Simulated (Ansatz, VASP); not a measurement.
# MgCu2O4 (MgCu2O4 (Pbcm)) in two plane-wave programs

Wanted: the spread between two codes on one cell, functional and k mesh. Of the first pair: The structure shown is the start of the Ansatz relaxation below; VASP solves that cell, so the two are compared at the walk's first step.

Program: Ansatz 0.2.0. Level of theory: plane waves, with VASP 6.6.1 beside it; single point at PBEsol. Results are calculated unless marked as measured.

## 1. Set-up

It takes space group Pbcm (No. 57, orthorhombic). The conventional cell has a = 3.043 Å, b = 9.837 Å, c = 9.067 Å, α = 90.00°, β = 90.00°, γ = 90.00°. Nearest to Mg lie 8 O at 2.09 to 2.49 Å. Nearest to Cu lie 4 O at 1.82 to 1.84 Å. Nearest to O lie 2 Cu at 1.83 to 1.84 Å and 2 Mg at 2.19 to 2.23 Å. Nearest to O lie 4 Cu at 1.82 to 2.45 Å and 2 Mg at 2.49 Å. Nearest to O lie 2 Cu at 1.84 Å and 2 Mg at 2.09 to 2.12 Å. Farther neighbours and most contacts between anions are not listed.

## 2. Ansatz: relaxation, PBEsol

Ansatz runs on its default PAW (the set named soft_2) files.

The two programs are compared at the cell with which this relaxation starts, whose forces are those of its first step.

input.yaml reads:

```yaml
crystal:
  lattice:
    - [3.0431981, 0.0, 0.0]
    - [0.0, 9.8366644, 0.0]
    - [0.0, 0.0, 9.0674419]
  atoms:
    - { symbol: Mg, position: [0.87588376, 0.15075086, 0.25] }
    - { symbol: Mg, position: [0.87588376, 0.34924914, 0.75] }
    - { symbol: Mg, position: [0.12411624, 0.65075086, 0.25] }
    - { symbol: Mg, position: [0.12411624, 0.84924914, 0.75] }
    - { symbol: Cu, position: [0.34691758, 0.38490342, 0.06981605] }
    - { symbol: Cu, position: [0.34691758, 0.11509658, 0.56981605] }
    - { symbol: Cu, position: [0.65308242, 0.61509658, 0.56981605] }
    - { symbol: Cu, position: [0.34691758, 0.11509658, 0.93018395] }
    - { symbol: Cu, position: [0.65308242, 0.61509658, 0.93018395] }
    - { symbol: Cu, position: [0.34691758, 0.38490342, 0.43018395] }
    - { symbol: Cu, position: [0.65308242, 0.88490342, 0.43018395] }
    - { symbol: Cu, position: [0.65308242, 0.88490342, 0.06981605] }
    - { symbol: O, position: [0.63484697, 0.5440281, 0.38313587] }
    - { symbol: O, position: [0.36515303, 0.4559719, 0.61686413] }
    - { symbol: O, position: [0.99260172, 0.25, 0.5] }
    - { symbol: O, position: [0.36515303, 0.0440281, 0.38313587] }
    - { symbol: O, position: [0.36515303, 0.0440281, 0.11686413] }
    - { symbol: O, position: [0.37108546, 0.2013351, 0.75] }
    - { symbol: O, position: [0.63484697, 0.9559719, 0.61686413] }
    - { symbol: O, position: [0.62891454, 0.7013351, 0.75] }
    - { symbol: O, position: [0.99260172, 0.25, 0.0] }
    - { symbol: O, position: [0.00739828, 0.75, 0.5] }
    - { symbol: O, position: [0.63484697, 0.5440281, 0.11686413] }
    - { symbol: O, position: [0.62891454, 0.7986649, 0.25] }
    - { symbol: O, position: [0.37108546, 0.2986649, 0.25] }
    - { symbol: O, position: [0.00739828, 0.75, 0.0] }
    - { symbol: O, position: [0.63484697, 0.9559719, 0.88313587] }
    - { symbol: O, position: [0.36515303, 0.4559719, 0.88313587] }
basis:
  ecutwfc: 420
  xc_grid: 2
hamiltonian:
  xc: pbesol
kpoints:
  mp_grid: { grid: [13, 4, 5] }
scf:
  occupations: { method: fermi_dirac, width: 0.05 }
  max_iter: 150
output:
  forces: true
  stress: true
relax:
  f_tol: 0.01
  max_steps: 60
  cell: {}
checkpoint:
  write: "../pbesol.run"
  compress: false
  write_wavefunctions: false
  write_every: 100000
```

Run with:

```sh
$ ansatz run input.yaml --threads 4 --pin off --max-ram 6594MiB --backend cpu --events-out ev --progress --plain --runs-dir out
```

Numbers of over 12 decimals in the logs are rounded to 6 here.

The log of the run:

```text
Engine: ansatz 0.2.0, x86_64-unknown-linux-gnu
Pseudopotentials: kind: paw
Pseudopotential: Mg, paw, valence charge 10, recommended cutoff 420 eV (normal), Mg.paw.azcp
Pseudopotential: Cu, paw, valence charge 19, recommended cutoff 420 eV (normal), Cu.paw.azcp
Pseudopotential: O, paw, valence charge 6, recommended cutoff 420 eV (normal), O.paw.azcp
Functional definition: PBEsol
  exchange = pbesol_x
  correlation = pbesol_c
Crystal: 28 atoms, lattice volume = 271.433 Å³
Basis set: ecut = 420 eV, 5273 PW (Γ), exchange–correlation on 48×144×128 points (8 copies of the dense FFT grid, shifted against one another)
Bands: 173, of which v1, the nominal top of the filled ones, is band 144 counted from 1 (143 counted from 0)
Symmetry: 8 space group operations
Space group: Pbcm (ITA 57), of the structure as read, at distance tolerance 6.5e-5 Å
k-points: 63 of 260
Non-local potential: Mg, projectors of the file, l = 0: 3, l = 1: 2, l = 2: 1
Non-local potential: Cu, projectors of the file, l = 0: 3, l = 1: 2, l = 2: 3, l = 3: 1
Non-local potential: O, projectors of the file, l = 0: 2, l = 1: 2, l = 2: 1
PAW form: soft (Blöchl's): semilocal exchange-correlation on the pseudo side does not see the compensation charge
PAW frozen core: Mg, regenerated for the run's functional, and the local potential with it (the file was generated under x = pbe(κ = 0.804, μ = 0.219515), c = pbe(β = 0.066725))
PAW frozen core: Cu, regenerated for the run's functional, and the local potential with it (the file was generated under x = pbe(κ = 0.804, μ = 0.219515), c = pbe(β = 0.066725))
PAW frozen core: O, regenerated for the run's functional, and the local potential with it (the file was generated under x = pbe(κ = 0.804, μ = 0.219515), c = pbe(β = 0.066725))
PAW one-centre angular grid: Mg, 110 points (default); XC on 64 Gauss nodes
PAW one-centre angular grid: Cu, 590 points (default); XC on 64 Gauss nodes
PAW one-centre angular grid: O, 110 points (default); XC on 64 Gauss nodes
Initial density: superposition of atomic densities (neutral atoms: chi_scale 0, normalization atom), corrected by the library's trained network
Initial wavefunctions: pseudopotential atomic-orbital guess
Functional: x = pbesol(κ = 0.804, μ = 0.123457), c = pbesol(β = 0.046)
SCF iter   1: F=—  HF=-69323.441615 eV  |F-HF|=—  |Δ(HF+E_count)|=         —  Δρ=1.97e-2  dr2=6.39e-1  ethr=1.77e-3  ⟨swp⟩=5.9  Hψ=39501  notcnv=0  defer=157
preconditioner: auto → Resta (q_TF=auto, 2.755 Å⁻¹)  ε∞=7.2  [insulator: Δε(μ)=0.399 eV  Ē_g=12.539 eV  σ=0.050 eV  W_gap=0.95  n_scr=92 (ndim 8)  ℏωp=31.2 eV  f_vac=0.022  D(μ)=0.15/eV (n_scr^D=0)  ε∞_Penn≈7.2]
SCF iter   2: F=—  HF=-69323.276869 eV  |F-HF|=—  |Δ(HF+E_count)|=   1.65e-1  Δρ=9.86e-3  dr2=1.80e-1  ethr=2.22e-4  ⟨swp⟩=2.0  Hψ=18555  notcnv=0  defer=1114
SCF iter   3: F=—  HF=-69323.254609 eV  |F-HF|=—  |Δ(HF+E_count)|=   2.23e-2  Δρ=9.06e-3  dr2=1.49e-1  ethr=6.24e-5  ⟨swp⟩=2.0  Hψ=17806  notcnv=0  defer=1114
SCF iter   4: F=—  HF=-69323.231773 eV  |F-HF|=—  |Δ(HF+E_count)|=   2.28e-2  Δρ=2.45e-3  dr2=1.28e-2  ethr=5.16e-5  ⟨swp⟩=2.1  Hψ=12768  notcnv=0  defer=1114
SCF iter   5: F=—  HF=-69323.230065 eV  |F-HF|=—  |Δ(HF+E_count)|=   1.71e-3  Δρ=6.16e-4  dr2=7.81e-4  ethr=4.45e-6  ⟨swp⟩=2.3  Hψ=13396  notcnv=0  defer=1114
SCF iter   6: F=—  HF=-69323.230350 eV  |F-HF|=—  |Δ(HF+E_count)|=   2.84e-4  Δρ=6.53e-4  dr2=1.18e-3  ethr=2.71e-7  ⟨swp⟩=2.0  Hψ=15833  notcnv=0  defer=1114
SCF iter   7: F=—  HF=-69323.230188 eV  |F-HF|=—  |Δ(HF+E_count)|=   1.61e-4  Δρ=1.33e-4  dr2=4.76e-5  ethr=2.71e-7  ⟨swp⟩=2.1  Hψ=15413  notcnv=0  defer=1114
SCF iter   8: F=—  HF=-69323.230426 eV  |F-HF|=—  |Δ(HF+E_count)|=   2.38e-4  Δρ=7.28e-5  dr2=1.21e-5  ethr=1.65e-8  ⟨swp⟩=2.0  Hψ=15270  notcnv=0  defer=1114
SCF iter   9: F=—  HF=-69323.230427 eV  |F-HF|=—  |Δ(HF+E_count)|=   1.21e-6  Δρ=5.93e-5  dr2=8.55e-6  ethr=4.19e-9  ⟨swp⟩=2.0  Hψ=15444  notcnv=0  defer=1114
SCF iter  10: F=—  HF=-69323.230426 eV  |F-HF|=—  |Δ(HF+E_count)|=   1.32e-6  Δρ=6.72e-6  dr2=1.24e-7  ethr=2.97e-9  ⟨swp⟩=2.1  Hψ=15082  notcnv=0  defer=1114
SCF iter  11: F=-69323.230426 eV  HF=-69323.230426 eV  |F-HF|=6.00e-9  |Δ(HF+E_count)|=   2.75e-8  Δρ=2.69e-6  dr2=1.76e-8  ethr=3.47e-11  ⟨swp⟩=4.0  Hψ=30919  notcnv=0
SCF 1 converged in 11 iterations: F = -69323.230426 eV  dr2 = 1.76e-8
  greatest PAW one-centre occupation: 1.000 electrons in one spin orbital (limit 2), on the Mg atom at site 3 (counted from 0), in its partial waves of l = 0
relax step   1: F+E_penalty+E_count = -69323.23042583 eV  Δ(F+E_penalty+E_count) = +0.000e0 eV  max|allowed force component| = 1.296e-1 eV/Å  Δτ_max = 0.0000 Å  P = -0.108 GPa  Ω = 271.433 Å³  (11 SCF iters, dr2 threshold 1.00e-7 eV, accepted)
[...]
relax step   7: F+E_penalty+E_count = -69323.24255383 eV  Δ(F+E_penalty+E_count) = +9.474e-4 eV  max|allowed force component| = 2.535e-3 eV/Å  Δτ_max = 0.0009 Å  P = -0.003 GPa  Ω = 272.988 Å³  energy of the carried Pulay correction = -1.051e-3 eV  (7 SCF iters, dr2 threshold 5.00e-8 eV, accepted)
[...]
relax step   8: F+E_penalty+E_count = -69323.24350635 eV  Δ(F+E_penalty+E_count) = -9.525e-4 eV  max|allowed force component| = 2.526e-3 eV/Å  Δτ_max = 0.0000 Å  P = +0.000 GPa  Ω = 272.988 Å³  stress off target by 2.43e-3 GPa  SCF on the basis re-selected at this cell (its energy is not comparable with the rows above)  (6 SCF iters)
basis re-selected at this cell: Δ(F+E_penalty+E_count) = -9.525e-4 eV, ΔP = +0.003 GPa vs the last step (what re-selecting the basis moved, of the pressure what is left beyond the Pulay correction that the steps carried, after the strain that the cell walked since its last selection, with what the two solves' SCF thresholds leave and, on support functions, any second-order correction that the steps lacked; it is no m [...]
SCF converged after 6 iterations
Free energy (F): -69323.243506 eV
Harris-Foulkes:  -69323.243506 eV  (|F-HF|=2.91e-11)
Internal energy: -69323.240597 eV  (E = F + TS)
E sigma→0 (E₀):  -69323.242052 eV
Entropy (-TS):   -0.002910 eV (-0.104 meV/atom)
Fermi energy:    9.550234 eV
--- Per-component energies (eV) ---
  E_band       = -5032.077304
  E_kinetic    = 5470.917851
  E_local      = -49757.723819  (includes V_loc(G=0)·N_el)
  E_nonlocal   = 4210.964034
  E_hartree    = 20857.186589
  E_xc         = -1993.936143
  E_vxc        = -2569.888315  (∫ρ·V_xc dr)
  E_paw        = -16480.070951  (= ΣΔE_a)
  E_vpaw       = -4100.759257  (= ΣTr[D̂ρ^β])
  E_aug_tail   = 0.038976  (compensation charges beyond the density's cutoff)
  E_ewald      = -31633.066808
  E_core_change = 2.449673  (= ΣΔE_core)
  E_smearing   = -0.002910  (= −TS)
  E_closure    = -0.000000  (closes the sum)
  Σ components = -69323.243506   (vs F -69323.243506, Δ=0.00e0)
--- Forces (eV/Å), atoms counted from 1 ---
  atom   1  Mg     0.00037211     0.00025896    -0.00000000
  atom   2  Mg     0.00037211    -0.00025896    -0.00000000
  atom   3  Mg    -0.00037211     0.00025896     0.00000000
  atom   4  Mg    -0.00037211    -0.00025896     0.00000000
  atom   5  Cu    -0.00111158     0.00096402     0.00031099
  atom   6  Cu    -0.00111158    -0.00096402     0.00031099
  atom   7  Cu     0.00111158    -0.00096402     0.00031099
  atom   8  Cu    -0.00111158    -0.00096402    -0.00031099
  atom   9  Cu     0.00111158    -0.00096402    -0.00031099
  atom  10  Cu    -0.00111158     0.00096402    -0.00031099
  atom  11  Cu     0.00111158     0.00096402    -0.00031099
  atom  12  Cu     0.00111158     0.00096402     0.00031099
  atom  13  O      0.00035363     0.00136678    -0.00172053
  atom  14  O     -0.00035363    -0.00136678     0.00172053
  atom  15  O      0.00095739    -0.00000000     0.00000000
  atom  16  O     -0.00035363     0.00136678    -0.00172053
  atom  17  O     -0.00035363     0.00136678     0.00172053
  atom  18  O      0.00061471     0.00252616     0.00000000
  atom  19  O      0.00035363    -0.00136678     0.00172053
  atom  20  O     -0.00061471     0.00252616    -0.00000000
  atom  21  O      0.00095739    -0.00000000     0.00000000
  atom  22  O     -0.00095739     0.00000000    -0.00000000
  atom  23  O      0.00035363     0.00136678     0.00172053
  atom  24  O     -0.00061471    -0.00252616    -0.00000000
  atom  25  O      0.00061471    -0.00252616     0.00000000
  atom  26  O     -0.00095739     0.00000000    -0.00000000
  atom  27  O      0.00035363    -0.00136678    -0.00172053
  atom  28  O     -0.00035363    -0.00136678    -0.00172053
  max |Σ_I F_I| component: 1.30e-18 eV/Å
--- Stress (GPa, compression-positive) ---
        0.000569       0.000000      -0.000000
        0.000000       0.002364      -0.000000
       -0.000000      -0.000000      -0.002432
  P = ⅓ Tr σ = 0.0002 GPa (0.002 kbar)
--- Relaxed structure (6 steps of the walk, 6 accepted, 2 SCFs on fresh bases) ---
  F+E_penalty+E_count = -69323.24350635 eV   max|allowed force component| = 2.526e-3 eV/Å   (the final SCF, on the basis selected at the relaxed cell)
  cell:  # Å, volume = 272.9877 Å³
    - [3.060789, 0, -5.514692328218172e-19]
    - [0, 9.860953, 0]
    - [-1.6431448311726405e-18, 0, 9.044629]
  atoms:
    - { symbol: Mg, position: [0.879103, 0.151414, 0.250000] }
    - { symbol: Mg, position: [0.879103, 0.348586, 0.75] }
    - { symbol: Mg, position: [0.120897, 0.651414, 0.250000] }
    - { symbol: Mg, position: [0.120897, 0.848586, 0.75] }
    - { symbol: Cu, position: [0.350913, 0.385072, 0.070011] }
    - { symbol: Cu, position: [0.350913, 0.114928, 0.570011] }
    - { symbol: Cu, position: [0.649087, 0.614928, 0.570011] }
    - { symbol: Cu, position: [0.350913, 0.114928, 0.929989] }
    - { symbol: Cu, position: [0.649087, 0.614928, 0.929989] }
    - { symbol: Cu, position: [0.350913, 0.385072, 0.429989] }
    - { symbol: Cu, position: [0.649087, 0.885072, 0.429989] }
    - { symbol: Cu, position: [0.649087, 0.885072, 0.070011] }
    - { symbol: O, position: [0.629455, 0.544720, 0.382717] }
    - { symbol: O, position: [0.370545, 0.455280, 0.617283] }
    - { symbol: O, position: [1.003819, 0.250000, 0.500000] }
    - { symbol: O, position: [0.370545, 0.044720, 0.382717] }
    - { symbol: O, position: [0.370545, 0.044720, 0.117283] }
    - { symbol: O, position: [0.375250, 0.201323, 0.75] }
    - { symbol: O, position: [0.629455, 0.955280, 0.617283] }
    - { symbol: O, position: [0.624750, 0.701323, 0.75] }
    - { symbol: O, position: [1.003819, 0.250000, -2.118996021775975e-19] }
    - { symbol: O, position: [-0.00381862, 0.75, 0.500000] }
    - { symbol: O, position: [0.629455, 0.544720, 0.117283] }
    - { symbol: O, position: [0.624750, 0.798677, 0.250000] }
    - { symbol: O, position: [0.375250, 0.298677, 0.250000] }
    - { symbol: O, position: [-0.00381862, 0.75, 2.0605450693008686e-19] }
    - { symbol: O, position: [0.629455, 0.955280, 0.882717] }
    - { symbol: O, position: [0.370545, 0.455280, 0.882717] }
```

(Continued in part 2 of 3.)

[Lines on the potential files, build, host, timing and source positions are cut from VASP's logs without a mark.]

[Logs are printed without paths, hosts, clocks, repeated set-up lines and the standing remarks that a program may print on its own settings, such as how far it seeks lower states.]

[Hosts, paths, dates, database ids (printed as entryN), source tags and the programs' standing remarks are cut or masked in the printed files.]
